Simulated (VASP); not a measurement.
Calculation: optB88-vdW, VASP's PBE PAW potentials (set 64) (plane waves; VASP).

The input files of a VASP run:

**POSCAR**
```
BaTiO3
1.0
  4.0206983145   0.0000000000   0.0000000000
  0.0000000000   4.0206983145   0.0000000000
  0.0000000000   0.0000000000   4.0206983145
Ba Ti O
1 1 3
Direct
  0.0000000000   0.0000000000   0.0000000000
  0.5000000000   0.5000000000   0.5000000000
  0.5000000000   0.0000000000   0.5000000000
  0.0000000000   0.5000000000   0.5000000000
  0.5000000000   0.5000000000   0.0000000000
```

### KPOINTS
```
Automatic mesh
0
Gamma
 5 5 5
```

**INCAR**
```
SYSTEM  =  BaTiO3
PREC  =  Accurate; ENCUT  =  520; LREAL  =  F
LASPH  =  T
EDIFF  =  1E-6; NELM  =  100; ALGO  =  Normal
LMAXMIX  =  4
ISMEAR  =  0; SIGMA  =  0.05
GGA  =  BO; LUSE_VDW  =  T; AGGAC  =  0.0
PARAM1  =  0.1833333333; PARAM2  =  0.22
IBRION  =  2; NSW  =  60; ISIF  =  3
EDIFFG  =  -0.02
LWAVE  =  F; LCHARG  =  F
```

POTCAR, in this order: Ba_sv Ti_sv O (PBE.64 set). Program: vasp_std.

The resulting files:

### OUTCAR
```
 ion  position               nearest neighbor table
   1  0.000  0.000  0.000-   3 2.84   4 2.84   5 2.84   3 2.84   4 2.84   4 2.84   5 2.84   4 2.84
                             3 2.84   5 2.84   3 2.84   5 2.84   2 3.48   2 3.48   2 3.48   2 3.48
   2  0.500  0.500  0.500-   3 2.01   4 2.01   5 2.01   5 2.01   3 2.01   4 2.01   1 3.48   1 3.48
                             1 3.48   1 3.48   1 3.48   1 3.48   1 3.48   1 3.48
   3  0.500  0.000  0.500-   2 2.01   2 2.01   1 2.84   1 2.84   1 2.84   1 2.84
   4  0.000  0.500  0.500-   2 2.01   2 2.01   1 2.84   1 2.84   1 2.84   1 2.84
   5  0.500  0.500  0.000-   2 2.01   2 2.01   1 2.84   1 2.84   1 2.84   1 2.84
  LATTYP: Found a simple cubic cell.
 ALAT       =     4.0206983145
 Subroutine PRICEL returns:
 Original cell was already a primitive cell.
 Subroutine GETGRP returns: Found 48 space group operations
The static configuration has the point symmetry O_h .
The dynamic configuration has the point symmetry O_h .
 Subroutine INISYM returns: Found 48 space group operations
 Subroutine IBZKPT returns following result:
 Found     10 irreducible k-points:

 Following reciprocal coordinates:
            Coordinates               Weight
  0.000000  0.000000  0.000000      1.000000
  0.200000  0.000000  0.000000      6.000000
  0.400000  0.000000  0.000000      6.000000
  0.200000  0.200000  0.000000     12.000000
  0.400000  0.200000  0.000000     24.000000
  0.400000  0.400000  0.000000     12.000000
  0.200000  0.200000  0.200000      8.000000
  0.400000  0.200000  0.200000     24.000000
  0.400000  0.400000  0.200000     24.000000
  0.400000  0.400000  0.400000      8.000000
   k-points           NKPTS =     10   k-points in BZ     NKDIM =     10   number of bands    NBANDS=     24
   number of dos      NEDOS =    301   number of ions     NIONS =      5
   total plane-waves  NPLWV =  27000
   dimension x,y,z NGX =    30 NGY =   30 NGZ =   30
   dimension x,y,z NGXF=    60 NGYF=   60 NGZF=   60
   ions per type =               1   1   3
   PREC   = accura    normal or accurate (medium, high low for compatibility)
   ISTART =      0    job   : 0-new  1-cont  2-samecut
   ICHARG =      2    charge: 1-file 2-atom 10-const
...
```

OSZICAR:
```
       N       E                     dE             d eps       ncg     rms          rms(c)
DAV:   1     0.465695079924E+03    0.46570E+03   -0.21643E+04   480   0.181E+03
DAV:   2     0.295725254946E+01   -0.46274E+03   -0.45435E+03   592   0.491E+02
DAV:   3    -0.407034470602E+02   -0.43661E+02   -0.43619E+02   712   0.148E+02
DAV:   4    -0.425577140157E+02   -0.18543E+01   -0.18534E+01   688   0.272E+01
DAV:   5    -0.426314226280E+02   -0.73709E-01   -0.73707E-01   680   0.372E+00    0.235E+01
DAV:   6    -0.312354660340E+02    0.11396E+02   -0.81099E+01   760   0.775E+01    0.105E+01
DAV:   7    -0.311692741898E+02    0.66192E-01   -0.13295E+01   640   0.272E+01    0.653E+00
DAV:   8    -0.309516136151E+02    0.21766E+00   -0.91607E-01   608   0.911E+00    0.311E+00
DAV:   9    -0.309743457527E+02   -0.22732E-01   -0.37024E-01   656   0.503E+00    0.139E+00
DAV:  10    -0.309581257760E+02    0.16220E-01   -0.12412E-01   608   0.366E+00    0.492E-01
DAV:  11    -0.309560737218E+02    0.20521E-02   -0.13436E-02   584   0.747E-01    0.116E-01
DAV:  12    -0.309563222231E+02   -0.24850E-03   -0.27267E-03   624   0.418E-01    0.134E-01
DAV:  13    -0.309560195253E+02    0.30270E-03   -0.12804E-03   568   0.345E-01    0.119E-02
DAV:  14    -0.309560227508E+02   -0.32255E-05   -0.28198E-05   592   0.383E-02    0.513E-03
DAV:  15    -0.309560227411E+02    0.97675E-08   -0.11678E-06   400   0.938E-03
   1 F= -.30956023E+02 E0= -.30956023E+02  d E =-.309560E+02
```

### OUTCAR
```
------------------------ aborting loop because EDIFF is reached ----------------------------------------
  FORCE on cell =-STRESS in cart. coord.  units (eV):
  Direction    XX          YY          ZZ          XY          YZ          ZX
  --------------------------------------------------------------------------------------
  Total        0.0014428      0.0014428      0.0014428     -0.0000000      0.0000000      0.0000000
  in kB        0.0355640      0.0355640      0.0355640     -0.0000000      0.0000000      0.0000000
  external PRESSURE =       0.0355640 kB  Pullay stress =       0.0000000 kB
  volume of cell :       65.00
      direct lattice vectors                 reciprocal lattice vectors
     4.020698314  0.000000000  0.000000000     0.248713015  0.000000000  0.000000000
     0.000000000  4.020698314  0.000000000     0.000000000  0.248713015  0.000000000
     0.000000000  0.000000000  4.020698314     0.000000000  0.000000000  0.248713015
 POSITION                                       TOTAL-FORCE (eV/Angst)
 -----------------------------------------------------------------------------------
      0.00000      0.00000      0.00000         0.000000      0.000000      0.000000
      2.01035      2.01035      2.01035         0.000000      0.000000      0.000000
      2.01035      0.00000      2.01035         0.000000      0.000000      0.000000
      0.00000      2.01035      2.01035         0.000000      0.000000      0.000000
      2.01035      2.01035      0.00000         0.000000      0.000000      0.000000
 -----------------------------------------------------------------------------------
    total drift:                                0.000000      0.000000     -0.000000
  FREE ENERGIE OF THE ION-ELECTRON SYSTEM (eV)
  ---------------------------------------------------
  free  energy   TOTEN  =       -30.9560227411 eV

  energy  without entropy=      -30.9560227411  energy(sigma->0) =      -30.95602274

 reached required accuracy - stopping structural energy minimisation
```
(Selected blocks of OUTCAR.)

The compound is BaTiO3 in the cubic perovskite structure, the ideal cubic form; the compound distorts at low or room temperature. It was relaxed first. The start is the result of an earlier pass.
